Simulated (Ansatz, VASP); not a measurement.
# Ru (Ruthenium): VASP beside Ansatz

One calculation is typed for both programs; each brings its own data sets. How far apart do they land? The cell is taken from a series of runs on this material, whose earlier steps may have relaxed, scaled, displaced or heated it; both programs get it as it stands.

Calculated with Ansatz 0.2.0; plane waves, with VASP 6.6.1 beside it; zone-centre phonons at PBE.

**1. The starting structure**

It takes space group P6_3/mmc (No. 194, hexagonal). Conventional cell: a = 2.720 Å, b = 2.720 Å, c = 4.297 Å, α = 90.00°, β = 90.00°, γ = 120.00°. Ru has 12 Ru at 2.66 to 2.72 Å nearest.

**2. Ansatz: zone-centre phonons, PBE**

Ansatz runs on its default PAW (the set named soft_2) files.

Second derivatives magnify differences that forces hide, and they need a tight electronic threshold.

input.yaml reads:

```yaml
crystal:
  lattice:
    - [2.7196079816, 0.0, 0.0]
    - [-1.3598039908, 2.3552496004, 0.0]
    - [0.0, 0.0, 4.2965094293]
  atoms:
    - { symbol: Ru, position: [0.3333333333, 0.6666666667, 0.25] }
    - { symbol: Ru, position: [0.6666666667, 0.3333333333, 0.75] }
kpoints:
  mp_grid: { grid: [6, 6, 4] }
hamiltonian:
  xc: pbe
scf:
  occupations: { method: methfessel_paxton, width: 0.2 }
output:
  eigenvalues: true
phonons:
  method: dfpt
  qmesh: [2, 2, 2]
  temperatures: { t_max: 1000, t_step: 50 }
  qpath:
    path:
      - [[0.0, 0.0, 0.0], [0.5, 0.0, 0.0], [0.33333333, 0.33333333, 0.0], [0.0, 0.0, 0.0], [0.0, 0.0, 0.5], [0.5, 0.0, 0.5], [0.33333333, 0.33333333, 0.5], [0.0, 0.0, 0.5]]
      - [[0.5, 0.0, 0.5], [0.5, 0.0, 0.0]]
      - [[0.33333333, 0.33333333, 0.5], [0.33333333, 0.33333333, 0.0]]
    npoints: 10
  electrical_resistivity:
    mesh: [12, 12, 8]
    temperatures: [20.0, 50.0, 80.0, 100.0, 150.0, 200.0, 273.0, 300.0, 400.0, 500.0, 600.0, 800.0]
  superconductivity: { mesh: [12, 12, 8], eliashberg_equations: false }
  electron_occupations: "off"
```

Run with:

```console
ansatz run input.yaml --threads 4 --pin off --max-ram 10240MiB --backend cpu --events-out ev --progress --plain --runs-dir out
```

Numbers of over 12 decimals in the logs are rounded to 6 here.

What it wrote:

```text
Engine: ansatz 0.2.0, aarch64-unknown-linux-gnu
Pseudopotentials: kind: paw
Pseudopotential: Ru, paw, valence charge 16, recommended cutoff 420 eV (normal), Ru.paw.azcp
Functional definition: PBE
  parameter kappa = 0.804
  parameter beta = 0.066725
  exchange = pbe_x(kappa = kappa, mu = beta*pi^2/3)
  correlation = pbe_c(beta = beta)
Crystal: 2 atoms, lattice volume = 27.521 Å³
Basis set: ecut = 420 eV, 537 PW (Γ), exchange–correlation on 40×40×60 points (8 copies of the dense FFT grid, shifted against one another)
Bands: 20, of which v1, the nominal top of the filled ones, is band 16 counted from 1 (15 counted from 0)
Symmetry: 24 space group operations
k-points: 21 of 144
Non-local potential: Ru, projectors of the file, l = 0: 3, l = 1: 2, l = 2: 2, l = 3: 1
PAW form: soft (Blöchl's): semilocal exchange-correlation on the pseudo side does not see the compensation charge
PAW one-centre angular grid: Ru, 590 points (default); XC on 64 Gauss nodes
Initial density: superposition of atomic densities (neutral atoms: chi_scale 0, normalization atom), corrected by the library's trained network
Initial wavefunctions: pseudopotential atomic-orbital guess
Functional: x = pbe(κ = 0.804, μ = 0.219515), c = pbe(β = 0.066725)
SCF iter   1: F=—  HF=-11757.304838 eV  |F-HF|=—  |Δ(HF+E_count)|=         —  Δρ=7.04e-3  dr2=2.76e-3  ethr=1.77e-3  ⟨swp⟩=5.0  Hψ=3709  notcnv=0  defer=5
automatic band count: the SCF goes on with 24 bands, as 20 were too few: the levels above may hold too much charge
preconditioner: auto → none  [metal: Δε(μ)=0.068 eV  Ē_g=11.419 eV  σ=0.200 eV  W_gap=0.27  n_scr=8 (ndim 8)  ℏωp=28.3 eV  f_vac=0.000  D(μ)=2.93/eV (n_scr^D=36)  sad-step TF]
SCF iter   2: F=—  HF=-11757.306753 eV  |F-HF|=—  |Δ(HF+E_count)|=   1.92e-3  S|Δr|=    0.00e0  Δρ=4.08e-3  dr2=9.84e-4  ethr=8.64e-6  ⟨swp⟩=2.0  Hψ=878  notcnv=0  defer=5
SCF iter   3: F=—  HF=-11757.307805 eV  |F-HF|=—  |Δ(HF+E_count)|=   1.05e-3  S|Δr|=    0.00e0  Δρ=2.83e-4  dr2=6.09e-6  ethr=3.08e-6  ⟨swp⟩=2.5  Hψ=657  notcnv=0  defer=5
SCF iter   4: F=—  HF=-11757.307804 eV  |F-HF|=—  |Δ(HF+E_count)|=   1.59e-6  S|Δr|=    0.00e0  Δρ=1.12e-4  dr2=7.47e-7  ethr=1.90e-8  ⟨swp⟩=2.0  Hψ=804  notcnv=0  defer=5
SCF iter   5: F=—  HF=-11757.307807 eV  |F-HF|=—  |Δ(HF+E_count)|=   3.62e-6  S|Δr|=    0.00e0  Δρ=2.53e-5  dr2=2.34e-8  ethr=2.34e-9  ⟨swp⟩=2.6  Hψ=832  notcnv=0  defer=5
SCF iter   6: F=—  HF=-11757.307807 eV  |F-HF|=—  |Δ(HF+E_count)|=   4.55e-8  S|Δr|=    0.00e0  Δρ=7.88e-6  dr2=3.48e-9  ethr=7.31e-11  ⟨swp⟩=2.0  Hψ=803  notcnv=0  defer=5
SCF iter   7: F=—  HF=-11757.307807 eV  |F-HF|=—  |Δ(HF+E_count)|=   3.50e-9  S|Δr|=    0.00e0  Δρ=1.39e-6  dr2=7.72e-11  ethr=1.09e-11  ⟨swp⟩=3.0  Hψ=781  notcnv=0  defer=5
SCF iter   8: F=-11757.307807 eV  HF=-11757.307807 eV  |F-HF|=3.64e-12  |Δ(HF+E_count)|=  1.40e-10  S|Δr|=    0.00e0  Δρ=1.52e-7  dr2=1.50e-12  ethr=1.00e-12  ⟨swp⟩=7.7  Hψ=2334  notcnv=0
SCF 1 converged in 8 iterations: F = -11757.307807 eV  dr2 = 1.50e-12
  greatest PAW one-centre occupation: 0.998 electrons in one spin orbital (limit 2), on the Ru atom at site 1 (counted from 0), in its partial waves of l = 0
NSCF: frozen V_eff on 21 k-points
NSCF: frozen V_eff on 39 k-points
DFPT response loops at q = (0, 0, 0) (fractional): preconditioner auto → Kerker (q_TF=auto, 2.798 Å⁻¹) (partly filled bands, converged f_vac=0.000); β = 1.00, the filter's whole step (`scf.mixing.beta` (0.50) is not read by the response loops under this deck's `scf.mixing.preconditioner`; to damp them name `kerker` or `kerker_dos`, under which they read `scf.mixing.beta`, and type it under 1.00, their step now; both keys bind the ground state too); Broyden in place of MSR1
NSCF: frozen V_eff on 78 k-points
DFPT response loops at q = (0, 0, -0.5) (fractional): mixed as the last ones told, above
NSCF: frozen V_eff on 78 k-points
DFPT response loops at q = (0, -0.5, 0) (fractional): mixed as the last ones told, above
NSCF: frozen V_eff on 78 k-points
DFPT response loops at q = (0, -0.5, -0.5) (fractional): mixed as the last ones told, above
Bands: 24, of which v1, the nominal top of the filled ones, is band 16 counted from 1 (15 counted from 0)
SCF iter   1: F=—  HF=-11757.304838 eV  |F-HF|=—  |Δ(HF+E_count)|=         —  Δρ=7.04e-3  dr2=2.76e-3  ethr=1.77e-3  ⟨swp⟩=5.0  Hψ=2075  notcnv=0  defer=5
SCF iter   2: F=—  HF=-11757.306753 eV  |F-HF|=—  |Δ(HF+E_count)|=   1.92e-3  S|Δr|=    0.00e0  Δρ=4.08e-3  dr2=9.84e-4  ethr=8.64e-6  ⟨swp⟩=2.0  Hψ=878  notcnv=0  defer=5
SCF iter   3: F=—  HF=-11757.307805 eV  |F-HF|=—  |Δ(HF+E_count)|=   1.05e-3  S|Δr|=    0.00e0  Δρ=2.83e-4  dr2=6.09e-6  ethr=3.08e-6  ⟨swp⟩=2.5  Hψ=657  notcnv=0  defer=5
SCF iter   4: F=—  HF=-11757.307804 eV  |F-HF|=—  |Δ(HF+E_count)|=   1.59e-6  S|Δr|=    0.00e0  Δρ=1.12e-4  dr2=7.47e-7  ethr=1.90e-8  ⟨swp⟩=2.0  Hψ=804  notcnv=0  defer=5
[...]
ASR residual: 9.231e-5 → 0.000e0 eV/Å²; symmetrization residual: 1.513e-12 eV/Å²
  ASR residual per site (eV/Å²): 9.23e-5 9.23e-5
  Γ frequencies (cm⁻¹): 0.00 0.00 0.00 181.43 181.43 211.09
--- Phonons (arbitrary-q DFPT): 4 irreducible q on the 2×2×2 mesh ---
  q = [0.0000, 0.0000, 0.0000] (star 1, of the zone-centre solve; hermiticity 5.49e-14, symmetrization 1.82e-13): -0.00 -0.00 0.00 181.43 181.43 211.09
[...]
80.00      1.4817e0              no      1.6850e0      1.6850e0      1.0752e0        1.7854e0          1.4708e0
    100.00      2.3982e0              no      2.7324e0      2.7324e0      1.7296e0        2.7182e0          2.3548e0
    150.00      4.6998e0              no      5.3631e0      5.3631e0      3.3732e0        5.0400e0          4.5744e0
    200.00      6.8762e0              no      7.8461e0      7.8461e0      4.9362e0        7.2706e0          6.6775e0
    273.00      9.9039e0              no      1.1294e1      1.1294e1      7.1233e0        1.0413e1          9.6059e0
    300.00      1.0998e1              no      1.2539e1      1.2539e1      7.9163e0        1.1553e1          1.0664e1
    400.00      1.4988e1              no      1.7073e1      1.7073e1      1.0817e1        1.5723e1          1.4522e1
    500.00      1.8922e1              no      2.1538e1      2.1538e1      1.3692e1        1.9841e1          1.8326e1
    600.00      2.2831e1              no      2.5966e1      2.5966e1      1.6560e1        2.3934e1          2.2100e1
    800.00      3.0614e1              no      3.4765e1      3.4765e1      2.2310e1        3.2090e1          2.9610e1
  mean free path at 20 K (of a tensor a third of its trace): 15256 nm by what each carries, 12929 by the Fermi surface alone
  Hall coefficient in a weak field at 20 K (a third of the trace): 6.592e-11 m³/C (as a tensor it moves by 38.4 % between the two finest meshes); by each state's relaxation time: 1.076e-10 m³/C; by a constant relaxation time: 9.337e-11 m³/C
  mean free path at 50 K (of a tensor a third of its trace): 184 nm by what each carries, 142 by the Fermi surface alone
  Hall coefficient in a weak field at 50 K (a third of the trace): 1.542e-10 m³/C (as a tensor it moves by 14.0 % between the two finest meshes); by each state's relaxation time: 1.567e-10 m³/C; by a constant relaxation time: 9.283e-11 m³/C
  mean free path at 80 K (of a tensor a third of its trace): 44.5 nm by what each carries, 35.2 by the Fermi surface alone
  Hall coefficient in a weak field at 80 K (a third of the trace): 1.700e-10 m³/C (as a tensor it moves by 13.1 % between the two finest meshes); by each state's relaxation time: 1.498e-10 m³/C; by a constant relaxation time: 9.240e-11 m³/C
  mean free path at 100 K (of a tensor a third of its trace): 26.9 nm by what each carries, 21.7 by the Fermi surface alone
  Hall coefficient in a weak field at 100 K (a third of the trace): 1.724e-10 m³/C (as a tensor it moves by 12.8 % between the two finest meshes); by each state's relaxation time: 1.458e-10 m³/C; by a constant relaxation time: 9.219e-11 m³/C
  mean free path at 150 K (of a tensor a third of its trace): 13.3 nm by what each carries, 11.1 by the Fermi surface alone
  Hall coefficient in a weak field at 150 K (a third of the trace): 1.718e-10 m³/C (as a tensor it moves by 12.4 % between the two finest meshes); by each state's relaxation time: 1.406e-10 m³/C; by a constant relaxation time: 9.185e-11 m³/C
  mean free path at 200 K (of a tensor a third of its trace): 9.00 nm by what each carries, 7.59 by the Fermi surface alone
  Hall coefficient in a weak field at 200 K (a third of the trace): 1.709e-10 m³/C (as a tensor it moves by 12.2 % between the two finest meshes); by each state's relaxation time: 1.388e-10 m³/C; by a constant relaxation time: 9.168e-11 m³/C
  mean free path at 273 K (of a tensor a third of its trace): 6.20 nm by what each carries, 5.27 by the Fermi surface alone
  Hall coefficient in a weak field at 273 K (a third of the trace): 1.704e-10 m³/C (as a tensor it moves by 12.4 % between the two finest meshes); by each state's relaxation time: 1.380e-10 m³/C; by a constant relaxation time: 9.159e-11 m³/C
  mean free path at 300 K (of a tensor a third of its trace): 5.57 nm by what each carries, 4.74 by the Fermi surface alone
  Hall coefficient in a weak field at 300 K (a third of the trace): 1.703e-10 m³/C (as a tensor it moves by 12.4 % between the two finest meshes); by each state's relaxation time: 1.379e-10 m³/C; by a constant relaxation time: 9.157e-11 m³/C
  mean free path at 400 K (of a tensor a third of its trace): 4.07 nm by what each carries, 3.48 by the Fermi surface alone
  Hall coefficient in a weak field at 400 K (a third of the trace): 1.702e-10 m³/C (as a tensor it moves by 12.5 % between the two finest meshes); by each state's relaxation time: 1.377e-10 m³/C; by a constant relaxation time: 9.154e-11 m³/C
  mean free path at 500 K (of a tensor a third of its trace): 3.21 nm by what each carries, 2.75 by the Fermi surface alone
  Hall coefficient in a weak field at 500 K (a third of the trace): 1.701e-10 m³/C (as a tensor it moves by 12.4 % between the two finest meshes); by each state's relaxation time: 1.375e-10 m³/C; by a constant relaxation time: 9.152e-11 m³/C
  mean free path at 600 K (of a tensor a third of its trace): 2.65 nm by what each carries, 2.28 by the Fermi surface alone
  Hall coefficient in a weak field at 600 K (a third of the trace): 1.700e-10 m³/C (as a tensor it moves by 12.1 % between the two finest meshes); by each state's relaxation time: 1.373e-10 m³/C; by a constant relaxation time: 9.149e-11 m³/C
  mean free path at 800 K (of a tensor a third of its trace): 1.96 nm by what each carries, 1.70 by the Fermi surface alone
  Hall coefficient in a weak field at 800 K (a third of the trace): 1.696e-10 m³/C (as a tensor it moves by 11.2 % between the two finest meshes); by each state's relaxation time: 1.369e-10 m³/C; by a constant relaxation time: 9.139e-11 m³/C
  the resistivity times a path that all electrons share, by the Fermi surface of the deck's mesh alone (a third of the trace): 5.201e-16 Ω·m²
  not converged in the mesh (λ; λ_tr; the resistivity at 20 K by 26.01 %; the resistivity at 50 K by 10.84 %; the resistivity at 80 K by 13.57 %; the resistivity at 100 K by 14.39 %; the resistivity at 150 K by 15.17 %; the resistivity at 200 K by 15.43 %; the resistivity at 273 K by 15.61 %; the resistivity at 300 K by 15.65 %; the resistivity at 400 K by 15.72 %; the resistivity at 500 K by 15.73 %; the resistivity [...]
  vibrations of 8 cells: unjudged by the run; compare a larger repeat
  the changes of the potential over all sites missed a rigid shift's by 0.00 % (the site terms' by 0.01 %)
  between the force constants' wavevectors the phonons are obtained by Fourier interpolation alone: phonons.electron_occupations is off
[the section on superconductivity is kept apart]
```

(Part 1 of 2 ends here.)

[Lines on the potential files, build, host, timing and source positions are cut from VASP's logs without a mark.]

[Logs are printed without paths, hosts, clocks, repeated set-up lines and the standing remarks that a program may print on its own settings, such as how far it seeks lower states.]

[Hosts, paths, dates, database ids (printed as entryN), source tags and the programs' standing remarks are cut or masked in the printed files.]
